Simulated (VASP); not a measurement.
OSZICAR of a VASP run on BaHfO$_{3}$ (cubic perovskite):

File OSZICAR:
```
       N       E                     dE             d eps       ncg     rms          rms(c)
DAV:   1     0.241805656177E+03    0.24181E+03   -0.21542E+04   460   0.160E+03
DAV:   2    -0.373021118206E+02   -0.27911E+03   -0.27288E+03   598   0.354E+02
DAV:   3    -0.502966234990E+02   -0.12995E+02   -0.12974E+02   575   0.745E+01
DAV:   4    -0.505022067869E+02   -0.20558E+00   -0.20552E+00   668   0.887E+00
DAV:   5    -0.505066757491E+02   -0.44690E-02   -0.44656E-02   592   0.902E-01    0.587E+01
DAV:   6    -0.445047231081E+02    0.60020E+01   -0.37632E+01   537   0.349E+01    0.514E+01
DAV:   7    -0.443527789766E+02    0.15194E+00   -0.23592E+00   632   0.999E+00    0.315E+01
DAV:   8    -0.443286140933E+02    0.24165E-01   -0.30732E-01   589   0.458E+00    0.445E+00
DAV:   9    -0.443141085929E+02    0.14506E-01   -0.87237E-02   586   0.188E+00    0.182E+00
DAV:  10    -0.443137384041E+02    0.37019E-03   -0.11025E-02   572   0.682E-01    0.669E-01
DAV:  11    -0.443135920706E+02    0.14633E-03   -0.81382E-04   579   0.193E-01    0.144E-01
DAV:  12    -0.443136439401E+02   -0.51870E-04   -0.11691E-04   602   0.746E-02    0.174E-01
DAV:  13    -0.443136461440E+02   -0.22039E-05   -0.12014E-05   580   0.236E-02    0.729E-03
DAV:  14    -0.443136465575E+02   -0.41352E-06   -0.12411E-06   610   0.721E-03    0.405E-03
DAV:  15    -0.443136466614E+02   -0.10389E-06   -0.52437E-07   527   0.446E-03    0.372E-03
DAV:  16    -0.443136466568E+02    0.46339E-08   -0.27370E-08   426   0.120E-03
   1 F= -.44313647E+02 E0= -.44313647E+02  d E =-.699371E-19
```

**Question.** Which electronic solver shows in the log?

**Answer.** It is blocked Davidson (ALGO = Normal, or the opening steps of other solvers). The INCAR had ALGO = Normal.

**Question.** Can the final energy be trusted as converged?

**Answer.** The run converged. It stopped with EDIFF = 1E-7, NELM = 100 (AM05 GGA, plane waves, VASP's PBE PAW potentials (set 64)).

The compound is BaHfO3 in the cubic perovskite structure. This cell is one point of a volume scan, at 1.03 of the reference volume.
